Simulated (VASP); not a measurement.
Method: PBE GGA, VASP's PBE PAW potentials (set 64) (plane waves; VASP).

A VASP calculation is set up with these files.

**KPOINTS**
```
Automatic mesh
0
Gamma
17 17 17
0 0 0
```

**INCAR**
```
SYSTEM = Ta
PREC = Accurate; ENCUT = 400; LREAL = F
LASPH = T
EDIFF = 1E-7; NELM = 100; ALGO = Normal
LMAXMIX = 6
ISMEAR = -5
GGA = PE
ISIF = 2
LWAVE = F; LCHARG = T; LORBIT = 11
NEDOS = 601
```

File POSCAR:
```
Ta
1.0
 -1.6597305179   1.6597305179   1.6597305179
  1.6597305179  -1.6597305179   1.6597305179
  1.6597305179   1.6597305179  -1.6597305179
Ta
1
Cart
  0.0000000000   0.0000000000   0.0000000000
```

POTCAR, in this order: Ta_pv (PBE.64 set). Program: vasp_std.

What VASP printed:

File OUTCAR:
```
 ion  position               nearest neighbor table
   1  0.000  0.000  0.000-
  LATTYP: Found a body centered cubic cell.
 ALAT       =     3.3194610358
 Subroutine PRICEL returns:
 Original cell was already a primitive cell.
 Subroutine GETGRP returns: Found 48 space group operations
The static configuration has the point symmetry O_h .
The dynamic configuration has the point symmetry O_h .
 Subroutine INISYM returns: Found 48 space group operations
 Subroutine IBZKPT returns following result:
 Found    165 irreducible k-points:

 Following reciprocal coordinates:
            Coordinates               Weight
  0.000000  0.000000  0.000000      1.000000
  0.058824  0.000000  0.000000     12.000000
  0.117647  0.000000  0.000000     12.000000
  0.176471  0.000000  0.000000     12.000000
  0.235294  0.000000  0.000000     12.000000
  0.294118  0.000000  0.000000     12.000000
  0.352941  0.000000  0.000000     12.000000
  0.411765  0.000000  0.000000     12.000000
  0.470588  0.000000  0.000000     12.000000
  0.058824  0.058824  0.000000     24.000000
...
```

### OSZICAR
```
       N       E                     dE             d eps       ncg     rms          rms(c)
DAV:   1     0.379178267973E+02    0.37918E+02   -0.57934E+03  2970   0.955E+02
DAV:   2    -0.116808613805E+02   -0.49599E+02   -0.48873E+02  3722   0.219E+02
DAV:   3    -0.122817619696E+02   -0.60090E+00   -0.58971E+00  3358   0.246E+01
DAV:   4    -0.122858726090E+02   -0.41106E-02   -0.41055E-02  3396   0.169E+00
DAV:   5    -0.122858971930E+02   -0.24584E-04   -0.24518E-04  3244   0.116E-01    0.132E+01
DAV:   6    -0.119216860163E+02    0.36421E+00   -0.41523E-01  3082   0.783E+00    0.639E+00
DAV:   7    -0.118136930922E+02    0.10799E+00   -0.33730E-01  3113   0.669E+00    0.387E-01
DAV:   8    -0.118124313036E+02    0.12618E-02   -0.39630E-03  3186   0.815E-01    0.114E-01
DAV:   9    -0.118124256562E+02    0.56474E-05   -0.14834E-04  3145   0.153E-01    0.324E-02
DAV:  10    -0.118124195489E+02    0.61073E-05   -0.44849E-06  3352   0.301E-02    0.547E-03
DAV:  11    -0.118124195668E+02   -0.17907E-07   -0.22941E-07  3265   0.673E-03
   1 F= -.11812420E+02 E0= -.11812420E+02  d E =0.000000E+00
```

File OUTCAR:
```
------------------------ aborting loop because EDIFF is reached ----------------------------------------
  FORCE on cell =-STRESS in cart. coord.  units (eV):
  Direction    XX          YY          ZZ          XY          YZ          ZX
  --------------------------------------------------------------------------------------
  Total        0.0134061      0.0134061      0.0134061      0.0000000      0.0000000      0.0000000
  in kB        1.1744693      1.1744693      1.1744693      0.0000000      0.0000000      0.0000000
  external PRESSURE =       1.1744693 kB  Pullay stress =       0.0000000 kB
  volume of cell :       18.29
      direct lattice vectors                 reciprocal lattice vectors
    -1.659730518  1.659730518  1.659730518     0.000000000  0.301253724  0.301253724
     1.659730518 -1.659730518  1.659730518     0.301253724  0.000000000  0.301253724
     1.659730518  1.659730518 -1.659730518     0.301253724  0.301253724  0.000000000
 POSITION                                       TOTAL-FORCE (eV/Angst)
 -----------------------------------------------------------------------------------
      0.00000      0.00000      0.00000         0.000000     -0.000000     -0.000000
 -----------------------------------------------------------------------------------
    total drift:                                0.000000     -0.000000      0.000000
  FREE ENERGIE OF THE ION-ELECTRON SYSTEM (eV)
  ---------------------------------------------------
  free  energy   TOTEN  =       -11.8124195668 eV

  energy  without entropy=      -11.8124195668  energy(sigma->0) =      -11.81241957

 total charge

# of ion       s       p       d       tot
------------------------------------------
    1        0.368   6.167   2.369   8.905
```
(Selected blocks of OUTCAR.)

For a metal the tetrahedron method with Blöchl corrections gives inexact stress and forces.

The compound is Ta in the bcc structure. It was relaxed first.
